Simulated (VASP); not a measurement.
Wanted: the native input for a VASP 6.6.1 run.

| Item | Value |
| --- | --- |
| Task | relaxation of cell and atoms |
| Functional | PBE |
| Potentials or basis | VASP PAW PBE potentials, release 64 (Sr_sv, Ti_sv, O) |
| Cutoff | 600 eV |
| k mesh | 8 × 8 × 8 |
| Occupations | gaussian, width 0.03 eV |
| Spin | no spin polarisation |
| Further INCAR settings | ALGO = Normal; EDIFF = 1e-07; IBRION = 2; EDIFFG = -0.005; NSW = 90; ISIF = 3 |

The structure of SrTiO3 (Tausonite) lies in POSCAR:

```
SrTiO3                                  
1.0
    3.9402048290      0.0000000000      0.0000000000
    0.0000000000      3.9402048290      0.0000000000
   -0.0000000000      0.0000000000      3.9402048290
  Sr              Ti              O             
     1     1     3
Direct
     0.5000000000000000    0.5000000000000000    0.5000000000000000
     0.0000000000000000    0.0000000000000000    0.0000000000000000
     0.5000000000000000    0.0000000000000000    0.0000000000000000
     0.0000000000000000    0.5000000000000000    0.0000000000000000
     0.0000000000000000    0.0000000000000000    0.5000000000000000
```

These files were run (other wordings do the same):

INCAR

```
  ALGO = Normal
  EDIFF = 1E-7
  EDIFFG = -0.005
  ENCUT = 600
  GGA = PE
  IBRION = 2
  ISIF = 3
  ISMEAR = 0
  KPAR = 2
  LASPH = T
  LCHARG = F
  LREAL = F
  LWAVE = F
  NELM = 80
  NSW = 90
  PREC = Accurate
  SIGMA = 0.03
```

KPOINTS

```
k-points
0
Gamma
  8 8 8
```

Potentials or basis: VASP PAW PBE potentials, release 64 (Sr_sv, Ti_sv, O).

Launch:

```bash
$ cat potpaw_PBE.64/Sr_sv/POTCAR potpaw_PBE.64/Ti_sv/POTCAR potpaw_PBE.64/O/POTCAR > POTCAR
$ mpirun -np 2 vasp_std > vasp.out
```

Results of the run:

```yaml
Pressure_after_relaxing: -0.1 GPa
Band_gap_on_the_k_mesh: 1.81 eV, indirect (least direct gap 2.18 eV)
```

Caveat: the relaxation stopped at its first step, so nothing moved.

Wall time 41 s on 2 MPI ranks on Intel(R) Xeon(R) Platinum 8375C CPU @ 2.90GHz (Ice Lake), on a shared host, peak memory 0.21 GiB a rank.
